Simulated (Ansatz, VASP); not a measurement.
# CoSi2: VASP beside Ansatz, part 2 of 2

One calculation is typed for both programs; each brings its own data sets and cutoff. How far apart do they land? The cell is taken from a series of VASP runs on this material, whose earlier steps may have relaxed, scaled or displaced it; both programs get it as it stands.

VASP 6.6.1 and Ansatz 0.2.0.

So far: Starting point; VASP: relaxation of cell and atoms, BLYP.

### Step 3. Ansatz: relaxation of cell and atoms, BLYP

Level of this step: Ansatz beside VASP: Kohn-Sham DFT, plane waves, BLYP (Ansatz).

Ansatz runs on its default PAW (the set named soft_2) files.

The same cell, functional (in two slightly different forms), mesh and smearing now go to Ansatz, which takes its cutoff from its data sets.

input.yaml reads:

```yaml
crystal:
  lattice:
    - [0.0, 2.7090611333, 2.7090611333]
    - [2.7090611333, 0.0, 2.7090611333]
    - [2.7090611333, 2.7090611333, 0.0]
  atoms:
    - { symbol: Co, position: [0.0, 0.0, 0.0] }
    - { symbol: Si, position: [0.75, 0.75, 0.75] }
    - { symbol: Si, position: [0.25, 0.25, 0.25] }
hamiltonian:
  xc: blyp
  pseudopotentials: { kind: paw }
magnetization:
  spin_polarized: true
kpoints:
  mp_grid: { grid: [12, 12, 12] }
scf:
  occupations: { method: gaussian, width: 0.05 }
relax:
  f_tol: 0.01
  max_steps: 60
  cell: { stress_tol: 0.05 }
output:
  forces: true
  stress: true
```

The run is started by

```sh
$ ansatz run input.yaml --threads 4 --pin off --max-ram 9216MiB --backend cpu --events-out ev --progress --plain --runs-dir out
```

Numbers of over 12 decimals in the logs are rounded to 6 here.

The log of the run:

```text
band count auto-derived: 18 (N_el = 25.0; filled up to band 13; 17 by the electrons, moments and atoms)
Engine: ansatz 0.2.0, aarch64-unknown-linux-gnu
Pseudopotentials: kind: paw
Pseudopotential: Co, paw, valence charge 17, recommended cutoff 420 eV (normal), Co.paw.azcp
Pseudopotential: Si, paw, valence charge 4, recommended cutoff 420 eV (normal), Si.paw.azcp
Functional definition: BLYP
  parameter beta = 0.0042
  parameter a = 0.04918
  parameter b = 0.132
  parameter c = 0.2533
  parameter d = 0.349
  exchange = b88_x(beta = beta)
  correlation = lyp_c(a = a, b = b, c = c, d = d)
Crystal: 3 atoms, lattice volume = 39.764 Å³
Basis set: ecut = 420 eV, 749 PW (Γ), exchange–correlation on 54×54×54 points (8 copies of the dense FFT grid, shifted against one another)
Bands: 18, of which v1, the nominal top of the filled ones, is band 13 counted from 1 (12 counted from 0)
Symmetry: 48 space group operations
Space group: Fm-3m (ITA 225), of the structure as read, at distance tolerance 3.4e-5 Å
k-points: 72 of 1728
Non-local potential: Co, projectors of the file, l = 0: 3, l = 1: 2, l = 2: 3, l = 3: 1
Non-local potential: Si, projectors of the file, l = 0: 2, l = 1: 2, l = 2: 2
PAW form: soft (Blöchl's): semilocal exchange-correlation on the pseudo side does not see the compensation charge
PAW frozen core: Co, regenerated for the run's functional, and the local potential with it (the file was generated under x = pbe(κ = 0.804, μ = 0.219515), c = pbe(β = 0.066725))
PAW frozen core: Si, regenerated for the run's functional, and the local potential with it (the file was generated under x = pbe(κ = 0.804, μ = 0.219515), c = pbe(β = 0.066725))
PAW one-centre angular grid: Co, 590 points (default); XC on 64 Gauss nodes
PAW one-centre angular grid: Si, 110 points (default); XC on 64 Gauss nodes
Initial density: superposition of atomic densities (chi_scale 0.1, normalization cell, long waves kept (reshape's long-wave potential 0.00 eV rms))
Initial wavefunctions: pseudopotential atomic-orbital guess
Functional: x = b88, c = lyp
SCF iter   1: F=—  HF=-6415.413570 eV  |F-HF|=—  |Δ(HF+E_count)|=         —  Δρ=8.28e-2 (↑8.28e-2 ↓8.28e-2)  dr2=1.17e1  dr2_m=0.00e0  M=0.000 μB ∫|m|=0.000 μB  β_m=0.30  ethr=3.10e-3  ⟨swp⟩=5.9  Hψ=6638  notcnv=0
preconditioner: auto → Kerker (q_TF=auto, 2.525 Å⁻¹)  [metal: Δε(μ)=0.044 eV  Ē_g=9.250 eV  σ=0.050 eV  W_gap=0.46  n_scr=14 (ndim 8)  ℏωp=24.3 eV  f_vac=0.000  D(μ)=1.10/eV (n_scr^D=8)]
spin=Collinear: Kerker preconditioning applied to the charge; magnetization (m = ρ↑ − ρ↓) channel mixes plain (no charge-response kernel on spin).
SCF iter   2: F=—  HF=-6414.444258 eV  |F-HF|=—  |Δ(HF+E_count)|=   9.69e-1  Δρ=5.31e-2 (↑5.31e-2 ↓5.31e-2)  dr2=2.11e0  dr2_m=0.00e0  M=0.000 μB ∫|m|=0.000 μB  β_m=0.26  ethr=3.10e-3  ⟨swp⟩=2.9  Hψ=3222  notcnv=0  defer=95
SCF iter   3: F=—  HF=-6414.162159 eV  |F-HF|=—  |Δ(HF+E_count)|=   2.82e-1  Δρ=2.00e-2 (↑2.00e-2 ↓2.00e-2)  dr2=1.08e0  dr2_m=0.00e0  M=0.000 μB ∫|m|=0.000 μB  β_m=0.38  ethr=3.10e-3  ⟨swp⟩=2.3  Hψ=2644  notcnv=0  defer=94
SCF iter   4: F=—  HF=-6412.372128 eV  |F-HF|=—  |Δ(HF+E_count)|=    1.79e0  Δρ=9.28e-2 (↑5.19e-2 ↓9.28e-2)  dr2=5.48e-1  dr2_m=1.85e0  M=1.795 μB ∫|m|=1.795 μB  ethr=3.10e-3  ⟨swp⟩=2.8  Hψ=2042  notcnv=0  defer=94
Mixer restart at iter 4: flushing history
SCF iter   5: F=—  HF=-6413.690919 eV  |F-HF|=—  |Δ(HF+E_count)|=         —  Δρ=6.33e-2 (↑6.33e-2 ↓3.44e-2)  dr2=3.31e-1  dr2_m=8.11e-1  M=0.333 μB ∫|m|=0.355 μB  β_m=0.52  ethr=2.19e-3  ⟨swp⟩=3.8  Hψ=6867  notcnv=0  defer=75
SCF iter   6: F=—  HF=-6413.858846 eV  |F-HF|=—  |Δ(HF+E_count)|=   1.68e-1  Δρ=5.41e-2 (↑1.45e-2 ↓5.41e-2)  dr2=7.14e-1  dr2_m=3.88e-1  M=0.176 μB ∫|m|=0.194 μB  β_m=0.69  ethr=1.32e-3  ⟨swp⟩=2.4  Hψ=5024  notcnv=0  defer=124
SCF iter   7: F=—  HF=-6414.216152 eV  |F-HF|=—  |Δ(HF+E_count)|=   3.57e-1  Δρ=7.50e-2 (↑7.50e-2 ↓4.82e-2)  dr2=3.85e0  dr2_m=7.38e-2  M=0.131 μB ∫|m|=0.152 μB  β_m=0.25  ethr=1.32e-3  ⟨swp⟩=2.9  Hψ=5816  notcnv=0  defer=188  recentre
SCF iter   8: F=—  HF=-6413.839073 eV  |F-HF|=—  |Δ(HF+E_count)|=   3.77e-1  Δρ=1.97e-2 (↑1.81e-2 ↓1.97e-2)  dr2=3.87e-2  dr2_m=1.25e-1  M=0.091 μB ∫|m|=0.122 μB  β_m=0.54  ethr=1.32e-3  ⟨swp⟩=2.2  Hψ=6073  notcnv=0  defer=186
SCF iter   9: F=—  HF=-6413.858193 eV  |F-HF|=—  |Δ(HF+E_count)|=   1.91e-2  Δρ=2.46e-3 (↑1.32e-3 ↓2.46e-3)  dr2=4.82e-3  dr2_m=3.39e-4  M=-0.002 μB ∫|m|=0.020 μB  β_m=0.62  ethr=1.55e-4  ⟨swp⟩=2.3  Hψ=4144  notcnv=0  defer=188
Mixer restart at iter 9: flushing history
SCF iter  10: F=—  HF=-6413.858471 eV  |F-HF|=—  |Δ(HF+E_count)|=         —  Δρ=4.53e-4 (↑4.53e-4 ↓4.53e-4)  dr2=5.02e-4  dr2_m=0.00e0  M=0.000 μB ∫|m|=0.000 μB  β_m=0.62  ethr=1.93e-5  ⟨swp⟩=4.8  Hψ=4423  notcnv=0  defer=46
SCF iter  11: F=—  HF=-6413.858564 eV  |F-HF|=—  |Δ(HF+E_count)|=   9.25e-5  Δρ=1.02e-3 (↑1.02e-3 ↓1.02e-3)  dr2=1.08e-3  dr2_m=0.00e0  M=0.000 μB ∫|m|=0.000 μB  β_m=0.33  ethr=2.01e-6  ⟨swp⟩=2.3  Hψ=2193  notcnv=0  defer=55  recentre
SCF iter  12: F=—  HF=-6413.858492 eV  |F-HF|=—  |Δ(HF+E_count)|=   7.20e-5  Δρ=3.94e-4 (↑3.94e-4 ↓3.94e-4)  dr2=3.38e-4  dr2_m=0.00e0  M=0.000 μB ∫|m|=0.000 μB  β_m=0.11  ethr=2.01e-6  ⟨swp⟩=2.1  Hψ=1594  notcnv=0  defer=57
[...]
SCF 1 converged in 17 iterations: F = -6413.858515 eV  dr2 = 1.50e-8
  greatest PAW one-centre occupation: 1.000 electrons in one spin orbital (limit 2), on the Co atom at site 0 (counted from 0), in its partial waves of l = 1
the input gives no starting moments: this run first made a single point of its starting geometry. This run's own SCFs start from that state's density, with no starting moments from it.
Initial density: read from a saved state, or passed on in memory by an earlier SCF of this step, an earlier step, the calling program or the single point that the run made first
Stability of the state it starts from, as read at its close in the collinear treatment: not read negative (Ritz values of 1 − χ₀K, real part plus size of imaginary part, from 0.92 to 1.0, by its mixing steps under the symmetry group of the SCF that read it); nothing settles its magnetic order
iter 1 solved again at ethr=8.60e-7 eV; its pass at ethr=3.10e-3 eV (dr2=2.15e-4 eV) is discarded
SCF iter   1: F=—  HF=-6413.858510 eV  |F-HF|=—  |Δ(HF+E_count)|=         —  Δρ=3.75e-6 (↑3.75e-6 ↓3.75e-6)  dr2=1.62e-8  dr2_m=0.00e0  M=0.000 μB ∫|m|=0.000 μB  β_m=0.30  ethr=8.60e-7  ⟨swp⟩=3.0  Hψ=9898  notcnv=0
eigensolver tolerance schedule: the retry pair's looser diagonalisation over-reported the residual by 13254.90 of it (diagonalisation noise at an unbounded share of the residual, at the tolerance the schedule requests for it); recorded, not acted on — ethr = c·dr2/N_el stays at c = 1.0e-1
preconditioner: auto → Kerker (q_TF=auto, 2.525 Å⁻¹)  [metal: Δε(μ)=0.039 eV  Ē_g=8.572 eV  σ=0.050 eV  W_gap=0.40  n_scr=14 (ndim 8)  ℏωp=24.3 eV  f_vac=0.002  D(μ)=1.23/eV (n_scr^D=14)]
spin=Collinear: Kerker preconditioning applied to the charge; magnetization (m = ρ↑ − ρ↓) channel mixes plain (no charge-response kernel on spin).
SCF iter   2: F=—  HF=-6413.858515 eV  |F-HF|=—  |Δ(HF+E_count)|=   5.38e-6  Δρ=1.46e-6 (↑1.46e-6 ↓1.46e-6)  dr2=2.09e-9  dr2_m=0.00e0  M=0.000 μB ∫|m|=0.000 μB  β_m=0.26  ethr=6.49e-11  ⟨swp⟩=4.3  Hψ=3965  notcnv=0
SCF iter   3: F=-6413.858515 eV  HF=-6413.858515 eV  |F-HF|=2.49e-10  |Δ(HF+E_count)|=  3.45e-10  Δρ=7.63e-7 (↑7.63e-7 ↓7.63e-7)  dr2=6.97e-10  dr2_m=0.00e0  M=0.000 μB ∫|m|=0.000 μB  ethr=8.36e-12  ⟨swp⟩=1.2  Hψ=3294  notcnv=0
SCF 2 converged in 3 iterations: F = -6413.858515 eV  dr2 = 6.97e-10
relax step   1: F+E_penalty+E_count = -6413.85851549 eV  Δ(F+E_penalty+E_count) = +0.000e0 eV  max|allowed force component| = 3.392e-17 eV/Å  Δτ_max = 0.0000 Å  P = +1.451 GPa  Ω = 39.764 Å³  (3 SCF iters, dr2 threshold 1.00e-7 eV, accepted)
[...]
relax step   2: F+E_penalty+E_count = -6413.85976040 eV  Δ(F+E_penalty+E_count) = -1.245e-3 eV  max|allowed force component| = 8.635e-17 eV/Å  Δτ_max = 0.0000 Å  P = +0.639 GPa  Ω = 39.971 Å³  energy of the carried Pulay correction = -1.071e-4 eV  (6 SCF iters, dr2 threshold 3.00e-7 eV, accepted)
[...]
relax step   3: F+E_penalty+E_count = -6413.86000820 eV  Δ(F+E_penalty+E_count) = -2.478e-4 eV  max|allowed force component| = 9.869e-17 eV/Å  Δτ_max = 0.0000 Å  P = +0.010 GPa  Ω = 40.136 Å³  energy of the carried Pulay correction = -1.917e-4 eV  (6 SCF iters, dr2 threshold 3.00e-7 eV, accepted)
[...]
relax step   4: F+E_penalty+E_count = -6413.86021382 eV  Δ(F+E_penalty+E_count) = -2.056e-4 eV  max|allowed force component| = 8.635e-17 eV/Å  Δτ_max = 0.0000 Å  P = +0.021 GPa  Ω = 40.136 Å³  stress off target by 2.07e-2 GPa  SCF on the basis re-selected at this cell (its energy is not comparable with the rows above)  (9 SCF iters)
basis re-selected at this cell: Δ(F+E_penalty+E_count) = -2.056e-4 eV, ΔP = +0.011 GPa vs the last step (what re-selecting the basis moved, of the pressure what is left beyond the Pulay correction that the steps carried, after the strain that the cell walked since its last selection, with what the two solves' SCF thresholds leave and, on support functions, any second-order correction that the steps lacked; it is no m [...]
SCF converged after 9 iterations
Magnetization: 0.0000 μB (12.5000 up, 12.5000 down)
Absolute magnetization: 0.0000 μB (∫|ρ↑−ρ↓|)
Spin contamination: 0.0000 ħ² per cell (⟨S²⟩ above its minimum at these occupations)
Per-site moments (μB) at R_I (Å): [(0.0, 0.970788), (0.0, 0.970788), (0.0, 0.970788)]
Free energy (F): -6413.860214 eV
Harris-Foulkes:  -6413.860214 eV  (|F-HF|=1.82e-12)
Internal energy: -6413.858687 eV  (E = F + TS)
E sigma→0 (E₀):  -6413.859451 eV
Entropy (-TS):   -0.001526 eV (-0.509 meV/atom)
Fermi energy:    12.658849 eV
--- Per-component energies (eV) ---
  E_band       = -285.584591
  E_kinetic    = 545.311990
  E_local      = -4153.351879  (includes V_loc(G=0)·N_el)
  E_nonlocal   = 502.713913
  E_hartree    = 1806.744014
  E_xc         = -268.713744
  E_vxc        = -297.310402  (∫ρ·V_xc dr)
  E_paw        = -2561.813668  (= ΣΔE_a)
  E_vpaw       = -496.436469  (= ΣTr[D̂ρ^β])
  E_aug_tail   = 0.000109  (compensation charges beyond the density's cutoff)
  E_ewald      = -2284.785409
  E_core_change = 0.035986  (= ΣΔE_core)
  E_smearing   = -0.001526  (= −TS)
  E_closure    = -0.000000  (closes the sum)
  Σ components = -6413.860214   (vs F -6413.860214, Δ=0.00e0)
--- Forces (eV/Å), atoms counted from 1 ---
  atom   1  Co    -0.00000000     0.00000000     0.00000000
  atom   2  Si    -0.00000000    -0.00000000    -0.00000000
  atom   3  Si     0.00000000     0.00000000     0.00000000
  max |Σ_I F_I| component: 3.70e-17 eV/Å
--- Stress (GPa, compression-positive) ---
        0.020708      -0.000000      -0.000000
       -0.000000       0.020708      -0.000000
       -0.000000      -0.000000       0.020708
  P = ⅓ Tr σ = 0.0207 GPa (0.207 kbar)
--- Relaxed structure (3 steps of the walk, 3 accepted, 1 SCFs on fresh bases) ---
  F+E_penalty+E_count = -6413.86021382 eV   max|allowed force component| = 8.635e-17 eV/Å   (the final SCF, on the basis selected at the relaxed cell)
  cell:  # Å, volume = 40.1365 Å³
    - [0, 2.717501, 2.717501]
    - [2.717501, 0, 2.717501]
    - [2.717501, 2.717501, 0]
  atoms:
    - { symbol: Co, position: [0, 0, 0] }
    - { symbol: Si, position: [0.750000, 0.750000, 0.750000] }
    - { symbol: Si, position: [0.250000, 0.250000, 0.250000] }
```

It took 4 s on 4 threads of Arm Neoverse V2, shared host; peak memory 0.4 GiB; 14 s of CPU time.

### Step 4. Differences

Known differences besides the potentials themselves: both relaxations stop at a tolerance, which leaves soft axes loose, and VASP keeps its plane-wave basis; the data sets hold 25 valence electrons in Ansatz (default PAW (the set named soft_2) files) and 17 in VASP; the cutoff is 420 eV in Ansatz and 450 eV in VASP; Ansatz makes its cores anew for this functional, VASP keeps those of its PBE data sets; VASP's log shows a relativistic correction to its local exchange, Ansatz's none; Ansatz adds a Pulay correction to the stress that steers its cell, VASP none. Total energies have different zeros and are not compared.

The two programs side by side:

| quantity | Ansatz | VASP | difference |
| --- | --- | --- | --- |
| volume (Å³) | 40.14 | 40.29 | -0.37 % |
| edge a after relaxation, in the typed setting (Å) | 3.843 | 3.848 | -0.12 % |

The walks stopped with 0.02 GPa left in Ansatz and 0.02 GPa in VASP; each walk ends within a tolerance, so the volume difference is uncertain by about these residues over the bulk modulus, most in soft cells.

### Step 5. Summary of results

```
difference in volume (relaxation of cell and atoms, BLYP) : -0.37 %
```

The difference in volume is -0.37 % (relaxation of cell and atoms, BLYP), within the 1.2 % picked in this series as the mark of a large difference, as far as the stopping tolerances let one tell. 1 further run of this series is not shown here. How closely two codes agree says nothing of how well the functional describes the real material.

[Lines on the potential files, build, host, timing and source positions are cut from VASP's logs without a mark.]

[Logs are printed without paths, hosts, clocks, repeated set-up lines and the standing remarks that a program may print on its own settings, such as how far it seeks lower states.]

[Hosts, paths, dates, database ids (printed as entryN), source tags and the programs' standing remarks are cut or masked in the printed files.]
